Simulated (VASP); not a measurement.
# AlB3P4 (Pmn2_1) in VASP: single point with r2SCAN

Aim: the single point of AlB3P4 with r2SCAN.

All numbers are computed with VASP 6.6.1; they aren't measurements. Logs are shortened: lines on timing, memory, paths and dates and some standing lists are left out, and cuts for length are marked.

## 1. The crystal as given

Symmetry: Pmn2_1, No. 31, orthorhombic system. The conventional cell has a = 6.756 Å, b = 5.845 Å, c = 5.582 Å, α = 90.00°, β = 90.00°, γ = 90.00°. Around Al (site symmetry m) lie 4 P at 2.30 to 2.32 Å. B (site symmetry m) has 4 P at 1.97 to 2.02 Å as nearest neighbours. Around B (site symmetry 1) lie 4 P at 1.98 to 2.05 Å. P (site symmetry m) is surrounded by 3 B at 2.02 to 2.05 Å. Around P (site symmetry 1) lie 3 B at 1.97 to 2.02 Å. P (site symmetry m) is surrounded by 3 B at 2.01 to 2.02 Å.

The cell was built by a generator and needn't be a form met in nature.

## 2. Single point, r2SCAN

INCAR reads:

```
SYSTEM = AlB3P4
ALGO = Normal ; EDIFF = 1E-6
ENCUT = 520 ; ISIF = 2
ISMEAR = 0 ; KPAR = 4
LASPH = .TRUE. ; LCHARG = .FALSE.
LMIXTAU = .TRUE. ; LREAL = .FALSE.
LWAVE = .FALSE. ; METAGGA = R2SCAN
NELM = 150 ; PREC = Accurate
SIGMA = 0.03
```

KPOINTS reads:

```
k-points
0
G
  4 4 6
  0 0 0
```

POSCAR reads:

```
AlB3P4
1.0
    6.7561300000      0.0000000000      0.0000000000
    0.0000000000      5.8453900000      0.0000000000
    0.0000000000      0.0000000000      5.5821600000
Al B P
2 6 8
Direct
    0.5000000000      0.6626010000      0.5017500000
    0.0000000000      0.3373990000      0.0017500000
    0.5000000000      0.3172690000      0.9997830000
    0.2516360000      0.8375350000      0.0016340000
    0.7483640000      0.8375350000      0.0016340000
    0.0000000000      0.6827310000      0.4997830000
    0.2483640000      0.1624650000      0.5016340000
    0.7516360000      0.1624650000      0.5016340000
    0.5000000000      0.6531080000      0.9171040000
    0.2247210000      0.8518590000      0.3619820000
    0.7752790000      0.8518590000      0.3619820000
    0.0000000000      0.7100190000      0.8593300000
    0.0000000000      0.3468920000      0.4171040000
    0.2752790000      0.1481410000      0.8619820000
    0.7247210000      0.1481410000      0.8619820000
    0.5000000000      0.2899810000      0.3593300000
```

Potentials or basis: VASP PAW PBE potentials, release 64 (Al, B, P).

On the command line:

```
$ cat potpaw_PBE.64/Al/POTCAR potpaw_PBE.64/B/POTCAR potpaw_PBE.64/P/POTCAR > POTCAR
$ mpirun -np 4 vasp_std > vasp.out
```

OUTCAR:

```text
SYSTEM = AlB3P4
   EDIFF = 1E-6
   ENCUT = 520
   ISIF = 2
   ISMEAR = 0
   LASPH = .TRUE.
   LREAL = .FALSE.
   METAGGA = R2SCAN
   NELM = 150
   PREC = Accurate

 ion  position               nearest neighbor table
   1  0.500  0.663  0.502-  10 2.30  11 2.30  16 2.32   9 2.32
   2  0.000  0.337  0.002-  14 2.30  15 2.30  12 2.32  13 2.32
   3  0.500  0.317  1.000-  14 1.97  15 1.97  16 2.01   9 2.02
   4  0.252  0.838  0.002-  14 1.98  12 2.02  10 2.02   9 2.05
   5  0.748  0.838  0.002-  15 1.98  12 2.02  11 2.02   9 2.05
   6  0.000  0.683  0.500-  10 1.97  11 1.97  12 2.01  13 2.02
[... 8 lines left out ...]
  15  0.725  0.148  0.862-   3 1.97   5 1.98   8 2.02   2 2.30
  16  0.500  0.290  0.359-   3 2.01   7 2.02   8 2.02   1 2.32

  LATTYP: Found a simple orthorhombic cell.
 ALAT       =     5.5821600000
 B/A-ratio  =     1.0471555814
 C/A-ratio  =     1.2103074795

  Lattice vectors:

 A1 = (   0.0000000000,   0.0000000000,  -5.5821600000)
 A2 = (   0.0000000000,   5.8453900000,   0.0000000000)
 A3 = (   6.7561300000,   0.0000000000,   0.0000000000)

Analysis of symmetry for initial positions (statically):
=====================================================================
 Subroutine PRICEL returns:
 Original cell was already a primitive cell.

 Routine SETGRP: Setting up the symmetry group for a
 simple orthorhombic supercell.

 Subroutine GETGRP returns: Found  4 space group operations
 (whereof  2 operations were pure point group operations)
 out of a pool of  8 trial point group operations.

The static configuration has the point symmetry C_1h.
 The point group associated with its full space group is C_2v.

Analysis of symmetry for dynamics (positions and initial velocities):
=====================================================================
 Subroutine PRICEL returns:
 Original cell was already a primitive cell.

 Routine SETGRP: Setting up the symmetry group for a
 simple orthorhombic supercell.

 Subroutine GETGRP returns: Found  4 space group operations
 (whereof  2 operations were pure point group operations)
 out of a pool of  8 trial point group operations.

The dynamic configuration has the point symmetry C_1h.
 The point group associated with its full space group is C_2v.

 Subroutine INISYM returns: Found  4 space group operations
 (whereof  2 operations are pure point group operations),
 and found     1 'primitive' translations

----------------------------------------------------------------------------------------

                                     Primitive cell

  volume of cell :     220.4519

  direct lattice vectors                    reciprocal lattice vectors
     6.756130000  0.000000000  0.000000000     0.148013730  0.000000000  0.000000000
     0.000000000  5.845390000  0.000000000     0.000000000  0.171074984  0.000000000
     0.000000000  0.000000000  5.582160000     0.000000000  0.000000000  0.179142124

  length of vectors
     6.756130000  5.845390000  5.582160000     0.148013730  0.171074984  0.179142124

  position of ions in fractional coordinates (direct lattice)
     0.500000000  0.662601000  0.501750000
     0.000000000  0.337399000  0.001750000
     0.500000000  0.317269000  0.999783000
     0.251636000  0.837535000  0.001634000
     0.748364000  0.837535000  0.001634000
     0.000000000  0.682731000  0.499783000
[... 8 lines left out ...]
     0.724721000  0.148141000  0.861982000
     0.500000000  0.289981000  0.359330000

  ion indices of the primitive-cell ions
   primitive index   ion index
                 1           1
                 2           2
                 3           3
                 4           4
                 5           5
                 6           6
[... 8 lines left out ...]
                15          15
                16          16

----------------------------------------------------------------------------------------

 KPOINTS: k-points

Automatic generation of k-mesh.
 Grid dimensions read from file:
 generate k-points for:    4    4    6

 Generating k-lattice:

  Cartesian coordinates                     Fractional coordinates (reciprocal lattice)
     0.037003432  0.000000000  0.000000000     0.250000000  0.000000000  0.000000000
     0.000000000  0.042768746  0.000000000     0.000000000  0.250000000  0.000000000
     0.000000000  0.000000000  0.029857021     0.000000000  0.000000000  0.166666667

  Length of vectors
     0.037003432  0.042768746  0.029857021

  Shift w.r.t. Gamma in fractional coordinates (k-lattice)
     0.000000000  0.000000000  0.000000000

 Subroutine IBZKPT returns following result:
 ===========================================

 Found     36 irreducible k-points:

 Following reciprocal coordinates:
            Coordinates               Weight
  0.000000  0.000000  0.000000      1.000000
  0.250000  0.000000  0.000000      2.000000
  0.500000  0.000000  0.000000      1.000000
  0.000000  0.250000  0.000000      2.000000
  0.250000  0.250000  0.000000      4.000000
  0.500000  0.250000  0.000000      2.000000
[... 16 lines left out ...]
  0.250000  0.250000  0.333333      8.000000
  0.500000  0.250000  0.333333      4.000000
 [... further k-points ...]
   k-points           NKPTS =     36   k-points in BZ     NKDIM =     36   number of bands    NBANDS=     41
   number of dos      NEDOS =    301   number of ions     NIONS =     16
   total plane-waves  NPLWV = 100800
   dimension x,y,z NGX =    50 NGY =   48 NGZ =   42
   dimension x,y,z NGXF=   100 NGYF=   96 NGZF=   84
   ions per type =               2   6   8
   NGX,Y,Z   is equivalent  to a cutoff of  12.30, 13.65, 12.51 a.u.
   NGXF,Y,Z  is equivalent  to a cutoff of  24.61, 27.30, 25.02 a.u.
 SYSTEM =  AlB3P4
   PREC   = accura    normal or accurate (medium, high low for compatibility)
   ISTART =      0    job   : 0-new  1-cont  2-samecut
   ICHARG =      2    charge: 1-file 2-atom 10-const
   ISPIN  =      1    spin polarized calculation?
   LNONCOLLINEAR =      F non collinear calculations
   LSORBIT =      F    spin-orbit coupling
   LASPH  =      T    aspherical Exc in radial PAW
   ENCUT  =  520.0 eV  38.22 Ry    6.18 a.u.  12.56 10.87 10.38*2*pi/ulx,y,z
   NELM   =    150;   NELMIN=  2; NELMDL= -5     # of ELM steps
   EDIFF  = 0.1E-05   stopping-criterion for ELM
   LREAL  =      F    real-space projection
   EDIFFG = 0.1E-04   stopping-criterion for IOM
   NSW    =      0    number of steps for IOM
   IBRION =     -1    ionic relax: 0-MD 1-quasi-New 2-CG
   NFREE  =      0    steps in history (QN), initial steepest desc. (CG)
   ISIF   =      2    stress and relaxation
   ISYM   =      2    0-nonsym 1-usesym 2-fastsym
   POTIM  = 0.5000    time-step for ionic-motion
   TEBEG  =    0.0;   TEEND  =   0.0 temperature during run
   PSTRESS=    0.0 pullay stress
   NELECT =      64.0000    total number of electrons
   NUPDOWN=      -1.0000    fix difference up-down
   EMIN   =  10.00;   EMAX   =-10.00  energy-range for DOS
   EFERMI =   0.00;   METHOD = LEGACY
   ISMEAR =     0;   SIGMA  =   0.03  broadening in eV -4-tet -1-fermi 0-gaus
   EFERMI_NEDOS =   21; number of points for ismear=-14 and -15
   IALGO  =     38    algorithm
   IMIX   =      4    mixing-type and parameters
     AMIX     =   0.40;   BMIX     =  1.00
     AMIX_MAG =   1.60;   BMIX_MAG =  1.00
  volume/ion in A,a.u.               =      13.78        92.98
  Fermi-wavevector in a.u.,A,eV,Ry     =   1.084002  2.048467 15.987677  1.175061
  Thomas-Fermi vector in A             =   2.220082
   LORBIT       =      0    0 simple, 1 ext, 2 COOP (PROOUT), +10 PAW based schemes
   METAGGA = R2SCAN    functional components
   LHFCALC =     F    Hartree Fock is set to
   AEXX    =    0.0000 exact exchange contribution
   IVDW    =     0    specifies the selected vdW correction
   LEPSILON=     F    determine dielectric tensor
   LRPA    =     F    only Hartree local field effects (RPA)
 non-spin polarized calculation
 Gauss-broadening in eV      SIGMA  =   0.03
  energy-cutoff  :      520.00
  volume of cell :      220.45
 maximum number of plane-waves:      5962
   NGX = 25   NGY = 21   NGZ = 21

 number of electron      63.9999999 magnetization

 Free energy of the ion-electron system (eV)
  ---------------------------------------------------
  ext. energy  EPLUGINS =         0.00000000
  ---------------------------------------------------
  free energy    TOTEN  =      -135.20933979 eV

  energy without entropy =     -135.20933979  energy(sigma->0) =     -135.20933979

 E-fermi :   7.1935     XC(G=0): -10.9009

 val. band max:        7.0146412765   @ k =   0.0000   0.0000   0.0000
 cond. band min:       8.0301910870   @ k =   0.0000   0.0000   0.0000
 fundamental gap:      1.0155498105
 Fermi energy:         7.1935304389

 k-point     1 :       0.0000    0.0000    0.0000
  band No.  band energies     occupation
      1      -8.6120      2.00000
      2      -6.3146      2.00000
      3      -6.1756      2.00000
      4      -5.8177      2.00000
      5      -5.1126      2.00000
      6      -4.3705      2.00000
[... 33 lines left out ...]
     40      10.8885      0.00000
     41      11.1951      0.00000

 k-point     2 :       0.2500    0.0000    0.0000
  band No.  band energies     occupation
      1      -8.4432      2.00000
      2      -7.1731      2.00000
      3      -5.6616      2.00000
      4      -5.5005      2.00000
      5      -4.7924      2.00000
      6      -4.5437      2.00000
[... 33 lines left out ...]
     40      10.6307      0.00000
     41      10.9577      0.00000

 k-point     3 :       0.5000    0.0000    0.0000
  band No.  band energies     occupation
      1      -7.9484      2.00000
      2      -7.9484      2.00000
      3      -5.1947      2.00000
      4      -5.1947      2.00000
      5      -4.9398      2.00000
      6      -4.9398      2.00000
[... 875 lines left out ...]
      2      -6.7641      2.00000
      3      -6.4474      2.00000
      4      -5.8490      2.00000
      5      -5.3768      2.00000
      6      -5.2103      2.00000
[... 33 lines left out ...]
     40      10.6846      0.00000
     41      10.8817      0.00000

 k-point    24 :       0.5000    0.2500    0.3333
  band No.  band energies     occupation
      1      -7.3410      2.00000
      2      -7.3376      2.00000
      3      -6.0913      2.00000
      4      -6.0828      2.00000
      5      -5.4994      2.00000
      6      -5.4942      2.00000
[... 33 lines left out ...]
     40      10.6224      0.00000
     41      10.7683      0.00000

 [... further k-points ...]

------------------------ aborting loop because EDIFF is reached ----------------------------------------

  FORCE on cell =-STRESS in cart. coord.  units (eV):
  Direction    XX          YY          ZZ          XY          YZ          ZX
  --------------------------------------------------------------------------------------
  -------------------------------------------------------------------------------------
  Total       -1.8850852     -1.9325439     -1.5561379      0.0000000      0.0000000      0.0000000
  in kB      -13.7002279    -14.0451438    -11.3095388      0.0000000      0.0000000      0.0000000
  external PRESSURE =     -13.0183035 kB  Pullay stress =       0.0000000 kB

 VOLUME and BASIS-vectors are now :
 -----------------------------------------------------------------------------
  energy-cutoff  :      520.00
  volume of cell :      220.45
      direct lattice vectors                 reciprocal lattice vectors
     6.756130000  0.000000000  0.000000000     0.148013730  0.000000000  0.000000000
     0.000000000  5.845390000  0.000000000     0.000000000  0.171074984  0.000000000
     0.000000000  0.000000000  5.582160000     0.000000000  0.000000000  0.179142124

 POSITION                                       TOTAL-FORCE (eV/Angst)
 -----------------------------------------------------------------------------------
      3.37806      3.87316      2.80085         0.000000     -0.004046      0.009739
      0.00000      1.97223      0.00977         0.000000      0.004046      0.009739
      3.37806      1.85456      5.58095         0.000000     -0.042179     -0.011524
      1.70009      4.89572      0.00912        -0.016800      0.033704      0.005812
      5.05604      4.89572      0.00912         0.016800      0.033704      0.005812
      0.00000      3.99083      2.78987         0.000000      0.042179     -0.011524
[... 8 lines left out ...]
      4.89631      0.86594      4.81172         0.099462      0.071386      0.071211
      3.37806      1.69505      2.00584         0.000000      0.140662      0.045749
 -----------------------------------------------------------------------------------
    total drift:                               -0.000000      0.000000     -0.013305

  FREE ENERGIE OF THE ION-ELECTRON SYSTEM (eV)
  ---------------------------------------------------
  free  energy   TOTEN  =      -135.2093397868 eV

  energy  without entropy=     -135.2093397868  energy(sigma->0) =     -135.20933979
```

Wall time 6.4 min (4 MPI ranks of Intel Xeon Platinum 8559C (Emerald Rapids), shared host); peak memory 0.5 GiB.

Results:

```
Free energy            : -135.2093 eV
Pressure               : -1.3 GPa
Largest force          : 0.199 eV/Å
Band gap on the k mesh : 1.02 eV, direct
```

Forces in eV/Å, atoms in the order of the input:
```
Al   0.000 -0.004  0.010
Al   0.000  0.004  0.010
B    0.000 -0.042 -0.012
B   -0.017  0.034  0.006
B    0.017  0.034  0.006
B    0.000  0.042 -0.012
B    0.017 -0.034  0.006
B   -0.017 -0.034  0.006
P    0.000 -0.014 -0.198
P    0.099 -0.071  0.071
P   -0.099 -0.071  0.071
P    0.000 -0.141  0.046
P    0.000  0.014 -0.198
P   -0.099  0.071  0.071
P    0.099  0.071  0.071
P    0.000  0.141  0.046
```

Caveat: the PAW data sets were made with another functional, which shifts forces and pressure a little.
